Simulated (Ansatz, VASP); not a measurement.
# Ru (Ruthenium): VASP beside Ansatz, part 2 of 2

Wanted: the spread between two codes on one cell, functional and k mesh. Of the first pair: The structure shown is the end of the Ansatz relaxation below.

VASP 6.6.1 and Ansatz 0.2.0.

So far. Step 3 (VASP: single point, LDA): The run ends at a pressure of 4.41 GPa.

### Step 5. Ansatz: zone-centre phonons, LDA

Level of this step: Ansatz beside VASP: Kohn-Sham DFT, plane waves, LDA (Ansatz).

Second derivatives magnify differences that forces hide, and they need a tight electronic threshold. The cell compared in this pair holds 23.56 Å³, against 25.91 Å³ for the pair before.

The cell is taken from a series of runs on this material, whose earlier steps may have relaxed, scaled, displaced or heated it; both programs get it as it stands.

Contents of input.yaml:

```yaml
crystal:
  lattice:
    - [2.5790098788, 0.0, 0.0]
    - [-1.2895049394, 2.2334880716, 0.0]
    - [0.0, 0.0, 4.089514766]
  atoms:
    - { symbol: Ru, position: [0.3333333333, 0.6666666667, 0.25] }
    - { symbol: Ru, position: [0.6666666667, 0.3333333333, 0.75] }
kpoints:
  mp_grid: { grid: [18, 18, 12] }
hamiltonian:
  xc: lda
  pseudopotentials: { kind: paw, azcp: { folder: soft_1 }, xc_functional: pbe }
scf:
  occupations: { method: methfessel_paxton, width: 0.2 }
output:
  eigenvalues: true
phonons:
  method: dfpt
```

On the command line:

```sh
ansatz run input.yaml --threads 4 --pin off --max-ram 10240MiB --backend cpu --events-out ev --progress --plain --runs-dir out
```

Numbers of over 12 decimals in the logs are rounded to 6 here.

The log of the run:

```text
zone centre: on kpoints.mp_grid the ground state, and the responses unless they are solved on pairs of k-points, stand on 637 of the mesh's 3888 k-points, reduced under 4 symmetry operations, with k and −k counted as one. Each operation leaves every solved displacement unchanged or reverses it
[...]
Crystal: 2 atoms, lattice volume = 23.556 Å³
[...]
k mesh reduced under 4 symmetry operations, with k and −k counted as one. Each operation leaves every solved displacement unchanged or reverses it
  ASR residual: 1.060e-4 → 0.000e0 eV/Å²; symmetrization residual: 7.923e-13 eV/Å²
  ASR residual per site (eV/Å²): 1.06e-4 1.06e-4
  Γ frequencies (cm⁻¹): 0.00 0.00 0.00 244.96 244.96 356.09
  non-analytic LO–TO correction: not included (Born effective charges unavailable; polar crystals: no LO–TO splitting at Γ)
[key lines of the parts left out:]
SCF converged after 8 iterations
Free energy (F): -11516.297858 eV
Fermi energy:    27.376220 eV
```

### Step 6. VASP: zone-centre phonons, LDA

The same cell, functional (in two slightly different forms), mesh and smearing now go to VASP, with its own data sets.

Contents of INCAR:

```
SYSTEM = Ru
PREC = Accurate
ENCUT = 500
EDIFF = 1E-08
NELM = 120
ISMEAR = 1
SIGMA = 0.2
LREAL = .FALSE.
ALGO = Normal
GGA = PW92
NBANDS = 20
LASPH = .TRUE.
LORBIT = 11
LWAVE = .FALSE.
LCHARG = .FALSE.
ISIF = 2
IBRION = 8
GGA_COMPAT = .FALSE.
KPAR = 2
```

Contents of POSCAR:

```
Ru
1.0
    2.5790098788      0.0000000000      0.0000000000
   -1.2895049394      2.2334880716      0.0000000000
    0.0000000000      0.0000000000      4.0895147660
Ru
2
Direct
    0.3333333334      0.6666666668      0.2500000000
    0.6666666668      0.3333333334      0.7500000000
```

Contents of KPOINTS:

```
Automatic mesh
0
Gamma
18 18 12
0 0 0
```

The projector-augmented-wave data sets are Ru_pv (LDA family, release 64).

On the command line:

```sh
mpirun -np 2 vasp_std
```

The log of the run:

```text
[banner, memory and clock lines left out]
running    2 mpi-ranks, on    1 nodes
[...]
[... a notice as in an earlier step ...]

 LDA part: xc-table for (Slater(with rela. corr.)+PW92), standard interpolation
 POSCAR, INCAR and KPOINTS ok, starting setup
[...]
entering main loop
       N       E                     dE             d eps       ncg     rms          rms(c)
DAV:   1     0.283586290373E+03    0.28359E+03   -0.17280E+04 10400   0.155E+03
DAV:   2    -0.162136821810E+02   -0.29980E+03   -0.29098E+03 10616   0.464E+02
DAV:   3    -0.222347339841E+02   -0.60211E+01   -0.59777E+01 11948   0.737E+01
DAV:   4    -0.222816437047E+02   -0.46910E-01   -0.46807E-01 12932   0.620E+00
[...]
DAV:  11    -0.210003735363E+02    0.14769E-05   -0.67245E-06 11432   0.275E-02    0.145E-03
DAV:  12    -0.210003735573E+02   -0.20977E-07   -0.42757E-08 11804   0.224E-03    0.670E-04
DAV:  13    -0.210003735619E+02   -0.46348E-08   -0.13016E-09  6788   0.330E-04
   1 F= -.21000374E+02 E0= -.21000571E+02  d E =0.593337E-03
[...]
RMM:  16    -0.593016798214E+00    0.43624E-08   -0.21071E-07 53014   0.224E-05    0.389E-07
RMM:  17    -0.593016808820E+00   -0.10606E-07   -0.14307E-07 50893   0.178E-05    0.112E-07
RMM:  18    -0.593016805562E+00    0.32579E-08   -0.92035E-08 35793   0.145E-05    0.346E-07
 first order change of Fermi-energy  -0.45882E-05
 force on displaced ion       1 direction 1 : -11.201   0.001   0.000
 Linear response progress:
  Degree of freedom:   2/  2
       N       E                     dE             d eps       ncg     rms          rms(c)
RMM:   1    -0.621898904881E+00   -0.62190E+00    0.39701E+00 15982   0.601E+01
RMM:   2    -0.738815945591E+00   -0.11692E+00   -0.13101E-01 22062   0.300E+00    0.149E-01
RMM:   3    -0.738586829294E+00    0.22912E-03   -0.34313E-04 24843   0.474E-01    0.760E-02
RMM:   4    -0.738166829722E+00    0.42000E-03   -0.27923E-04 24354   0.163E-01    0.216E-02
[...]
RMM:  22    -0.737949375513E+00    0.13271E-07   -0.13956E-07 10914   0.140E-05    0.521E-07
RMM:  23    -0.737949374307E+00    0.12050E-08   -0.14354E-07 10605   0.133E-05    0.586E-07
RMM:  24    -0.737949367485E+00    0.68229E-08   -0.83288E-08 10665   0.129E-05    0.643E-07
 first order change of Fermi-energy   0.82416E-04
 force on displaced ion       1 direction 3 :   0.000   0.000 -24.072
 Linear response finished
```

From OUTCAR (step 6):

```text
  Total        7.4547358      7.4547358      7.4706462     -0.0000000     -0.0000000      0.0000000
  in kB      507.0308860    507.0308860    508.1130261     -0.0000000     -0.0000000      0.0000000
  external PRESSURE =     507.3915994 kB  Pullay stress =       0.0000000 kB

 POSITION                                       TOTAL-FORCE (eV/Angst)
 -----------------------------------------------------------------------------------
      0.00000      1.48899      1.02238        -0.000000      0.000000      0.000000
      1.28950      0.74450      3.06714         0.000000     -0.000000      0.000000
 -----------------------------------------------------------------------------------
    total drift:                               -0.000000     -0.000000      0.000000

[... 1 part as in an earlier step ...]

[... 1 further part left out ...]
```

### Step 7. Side by side

What differs besides the data sets and the points named for the pairs above, as far as they apply: the data sets hold 32 valence electrons in Ansatz (on its PAW soft_1 files) and 28 in VASP. Total energies have different zeros and are not compared.

Compared:

| quantity | Ansatz | VASP | difference |
| --- | --- | --- | --- |
| optical mode 1 to 2 (cm⁻¹) | 245.0 | 245.5 | -0.22 % |
| optical mode 3 (cm⁻¹) | 356.1 | 359.9 | -1.06 % |

Modes are paired by rising frequency, not by their patterns, so a pair may set unlike modes beside each other; they are those without the splitting of longitudinal modes.

### Step 8. What came out

```yaml
difference_in_pressure_single_point_lda: -0.63 GPa
r_m_s_difference_of_the_optical_zone_centre_modes_each_program_s_sorted_by_frequency_zone_centre_phonons_lda: 2.2 cm⁻¹
difference_in_optical_mode_3_zone_centre_phonons_lda: -1.1 %
```

The difference in pressure is -0.63 GPa (single point, LDA), within the 1 GPa picked in this series as the mark of a large difference. The data sets hold unlike numbers of valence electrons (32 in Ansatz and 28 in VASP), so part of the differences comes from the potentials. Among the rows given in per cent, the largest difference of the zone-centre phonons, LDA pair is in optical mode 3, -1.1 %. Such differences can come from data sets, numerical settings and the points named under the comparisons, not from the functional's error against experiment.

[Lines on the potential files, build, host, timing and source positions are cut from VASP's logs without a mark.]

[Logs are printed without paths, hosts, clocks, repeated set-up lines and the standing remarks that a program may print on its own settings, such as how far it seeks lower states.]

[Hosts, paths, dates, database ids (printed as entryN), source tags and the programs' standing remarks are cut or masked in the printed files.]
